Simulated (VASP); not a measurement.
All values below come from PBE GGA, VASP's PBE PAW potentials (set 64) (plane waves; VASP).

VASP ran on this input.

KPOINTS:
```
Automatic mesh
0
Gamma
6 6 5
0 0 0
```

**INCAR**
```
SYSTEM = Se
PREC = Accurate; ENCUT = 300; LREAL = .False.
LASPH = .True.
EDIFF = 1E-6; NELM = 100; ALGO = Normal
LMAXMIX = 4
ISMEAR = -1; SIGMA = 0.01
GGA = PE
ISIF = 2
LWAVE = .False.; LCHARG = .False.
```

POSCAR:
```
Se
1
    2.2103460000    -3.8284320000     0.0000000000
    2.2103460000     3.8284320000     0.0000000000
    0.0000000000     0.0000000000     5.0074200000
Se
3
Direct
  0.0000000000   0.2250000000   0.6666670000
  0.7750000000   0.7750000000   0.0000000000
  0.2250000000   0.0000000000   0.3333330000
```

POTCAR, in this order: Se (PBE.64 set). Program: vasp_std.

The run wrote:

### OUTCAR
```
 ion  position               nearest neighbor table
   1  0.000  0.225  0.667-   2 2.40   3 2.40
   2  0.775  0.775  0.000-   1 2.40   3 2.40
   3  0.225  0.000  0.333-   2 2.40   1 2.40
  LATTYP: Found a hexagonal cell.
 ALAT       =     4.4206923687
 C/A-ratio  =     1.1327230177
 Subroutine PRICEL returns:
 Original cell was already a primitive cell.
 Subroutine GETGRP returns: Found  6 space group operations
The static configuration has the point symmetry C_2 .
 The point group associated with its full space group is D_3 .
The dynamic configuration has the point symmetry C_2 .
 Subroutine INISYM returns: Found  6 space group operations
 Subroutine IBZKPT returns following result:
 Found     27 irreducible k-points:

 Following reciprocal coordinates:
            Coordinates               Weight
  0.000000  0.000000  0.000000      1.000000
  0.166667  0.000000  0.000000      6.000000
  0.333333  0.000000  0.000000      6.000000
  0.500000  0.000000  0.000000      3.000000
  0.166667  0.166667  0.000000      6.000000
  0.333333  0.166667  0.000000     12.000000
...
```

**OSZICAR**
```
       N       E                     dE             d eps       ncg     rms          rms(c)
DAV:   1     0.657484371550E+02    0.65748E+02   -0.52674E+03   702   0.730E+02
DAV:   2    -0.636510013958E+01   -0.72114E+02   -0.69529E+02   938   0.152E+02
DAV:   3    -0.105484582891E+02   -0.41834E+01   -0.41683E+01   782   0.428E+01
DAV:   4    -0.105820189986E+02   -0.33561E-01   -0.33542E-01   882   0.447E+00
DAV:   5    -0.105823452337E+02   -0.32624E-03   -0.32623E-03   842   0.412E-01    0.668E+00
DAV:   6    -0.105222159519E+02    0.60129E-01   -0.39276E-02   797   0.144E+00    0.413E+00
DAV:   7    -0.105023030393E+02    0.19913E-01   -0.77343E-02   742   0.200E+00    0.196E-01
DAV:   8    -0.105016783290E+02    0.62471E-03   -0.97102E-03   732   0.699E-01    0.102E-01
DAV:   9    -0.105018017635E+02   -0.12343E-03   -0.31073E-04   917   0.133E-01    0.304E-02
DAV:  10    -0.105018403887E+02   -0.38625E-04   -0.55509E-05   762   0.568E-02    0.786E-03
DAV:  11    -0.105018438894E+02   -0.35007E-05   -0.97980E-06   807   0.212E-02    0.376E-03
DAV:  12    -0.105018436199E+02    0.26950E-06   -0.20381E-06   561   0.105E-02
   1 F= -.10501844E+02 E0= -.10501844E+02  d E =-.301174E-12
```

**OUTCAR**
```
------------------------ aborting loop because EDIFF is reached ----------------------------------------
  FORCE on cell =-STRESS in cart. coord.  units (eV):
  Direction    XX          YY          ZZ          XY          YZ          ZX
  --------------------------------------------------------------------------------------
  Total        0.3849169      0.3849169      0.7803556      0.0000000     -0.0000000      0.0000000
  in kB        7.2769988      7.2770004     14.7529185      0.0000000     -0.0000000      0.0000000
  external PRESSURE =       9.7689726 kB  Pullay stress =       0.0000000 kB
  volume of cell :       84.75
      direct lattice vectors                 reciprocal lattice vectors
     2.210346000 -3.828432000  0.000000000     0.226208928 -0.130601771  0.000000000
     2.210346000  3.828432000  0.000000000     0.226208928  0.130601771  0.000000000
     0.000000000  0.000000000  5.007420000     0.000000000  0.000000000  0.199703640
 POSITION                                       TOTAL-FORCE (eV/Angst)
 -----------------------------------------------------------------------------------
      0.49733      0.86140      3.33828         0.051666      0.089489      0.000000
      3.42604      0.00000      0.00000        -0.103332     -0.000000      0.000000
      0.49733     -0.86140      1.66914         0.051666     -0.089489     -0.000000
 -----------------------------------------------------------------------------------
    total drift:                               -0.000203     -0.000446      0.000007
  FREE ENERGIE OF THE ION-ELECTRON SYSTEM (eV)
  ---------------------------------------------------
  free  energy   TOTEN  =       -10.5018436199 eV

  energy  without entropy=      -10.5018436199  energy(sigma->0) =      -10.50184362
```
(Selected blocks of OUTCAR.)

The structure is a typed Se crystal (P3_121). The cell was not relaxed at this level.
